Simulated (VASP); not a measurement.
Method: PBEsol GGA, VASP's PBE PAW potentials (set 64) (plane waves; VASP). For the alloy's cell: Numerical set-up: 400 eV cut-off, 8×8×15 Γ-centred mesh, tetrahedra with Blöchl corrections, potentials Pd Ir.

```
end member  E (eV/atom)  V (Å³/atom)  gap (eV)
----------  -----------  -----------  --------
Ir (fcc)        -9.8195        14.08      0.00
Pd (fcc)        -5.9608        14.51      0.00
```

An ordered cell with a fraction 0.25 of the second end member relaxes to

```
Ir3Pd
1.0
    0.00909     3.84116     3.83328
    3.84116     0.00909     3.83328
    1.92513     1.92513     0.00000
Pd Ir
1 3
Direct
  0.00000   0.00000   0.00000
  0.00000   0.50000   0.00000
  0.50000   0.00000   0.00000
  0.50000   0.50000   0.00000
```

Unless said otherwise, spin-orbit coupling is left out, though it shifts the bands of the heavy elements here.

Question: Estimate the mixing energy, the deviation from a linear volume and the gap.

Answer: Its energy is -8.7444 eV/atom, so the mixing energy is 111 meV/atom. The volume of 14.14 Å³/atom lies -0.3 % from the linear mean. The cell is without a gap at this level.
